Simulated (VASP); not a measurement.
Set up this calculation in VASP 6.6.1, as the native input.

```
Task                   : band structure
Functional             : PBE
Potentials or basis    : VASP PAW PBE potentials, release 64 (V_sv, Sc_sv, N)
Cutoff                 : 520 eV
k mesh                 : 8 × 8 × 8
Occupations            : methfessel-paxton, width 0.1 eV
Spin                   : collinear spin, ferromagnetic start
Starting moments       : [2.0, 0.0, 0.0, 0.0, 0.0, 0.0, 0.0, 0.0, 0.0, 0.0, 0.0, 0.0, 0.0, 0.0, 0.0, 0.0] μB
Further INCAR settings : ALGO = Normal; EDIFF = 1e-06; NBANDS = 83; AMIX = 0.2; BMIX = 0.0001
```

The structure of Sc7VN8 lies in POSCAR:

```
Sc7VN8                                  
1.0
   -4.4602610062      4.4602610062      0.0000000000
   -4.4602610062      0.0000000000      4.4602610062
    0.0000000000      4.4602610062      4.4602610062
  V               Sc              N             
     1     7     8
Direct
     0.0000000000000000    0.0000000000000000    0.0000000000000000
     0.5000000000000000    0.0000000000000000    0.0000000000000000
     0.0000000000000000    0.5000000000000000    0.0000000000000000
     0.0000000000000000    0.0000000000000000    0.5000000000000000
     0.5000000000000000    0.5000000000000000    0.0000000000000000
     0.5000000000000000    0.0000000000000000    0.5000000000000000
     0.0000000000000000    0.5000000000000000    0.5000000000000000
     0.5000000000000000    0.5000000000000000    0.5000000000000000
     0.7500000000000000    0.7500000000000000    0.7500000000000000
     0.2433446892688735    0.7566553107311265    0.7566553107311265
     0.7566553107311265    0.2433446892688735    0.7566553107311265
     0.7566553107311265    0.7566553107311265    0.2433446892688735
     0.2433446892688735    0.2433446892688735    0.7566553107311265
     0.2433446892688735    0.7566553107311265    0.2433446892688735
     0.7566553107311265    0.2433446892688735    0.2433446892688735
     0.2500000000000000    0.2500000000000000    0.2500000000000000
```

The cell was built by a generator and needn't be a form met in nature.

One way to write it, as run:

INCAR

```
  PREC = Accurate
  ENCUT = 520
  EDIFF = 1E-6
  ISMEAR = 1
  SIGMA = 0.1
  LREAL = False
  LASPH = True
  NELM = 150
  ALGO = Normal
  ISIF = 2
  LWAVE = False
  LCHARG = False
  ISPIN = 2
  MAGMOM = 2 0 0 0 0 0 0 0 0 0 0 0 0 0 0 0
  LORBIT = 11
  LMAXMIX = 4
  GGA = PE
  NBANDS = 83
  AMIX = 0.2
  BMIX = 1E-4
  AMIX_MAG = 0.8
  BMIX_MAG = 1E-4
  ICORELEVEL = 1
  KPAR = 8
```

KPOINTS

```
Automatic mesh
0
Gamma
  8 8 8
```

KPOINTS_OPT

```
explicit points
6
Reciprocal
 0.0000000000  0.0000000000  0.0000000000 1
 0.3750000000  0.3750000000  0.7500000000 1
 0.5000000000  0.5000000000  0.5000000000 1
 0.6250000000  0.2500000000  0.6250000000 1
 0.5000000000  0.2500000000  0.7500000000 1
 0.5000000000  0.0000000000  0.5000000000 1
```

Potentials or basis: VASP PAW PBE potentials, release 64 (V_sv, Sc_sv, N).

The run is started by

```console
$ cat potpaw_PBE.64/V_sv/POTCAR potpaw_PBE.64/Sc_sv/POTCAR potpaw_PBE.64/N/POTCAR > POTCAR
$ mpirun -np 8 vasp_std > vasp.out
```

Results of the run:

```
Pressure                                              : 0.1 GPa
Band gap along the path                               : none (metal or under the smearing width)
Net moment                                            : 1.01 μB per cell
Site moments                                          : V +0.87; Sc +0.00, +0.01; N +0.00, -0.00 μB
Valence electrons inside the program's atomic spheres : V 11.33; Sc 9.65, 9.55; N 3.73, 3.70
```

It took 5.5 min on 8 MPI ranks on AMD EPYC 9R45 96-Core Processor (Zen 5), with other jobs on the host, peak memory 1.2 GiB a rank.
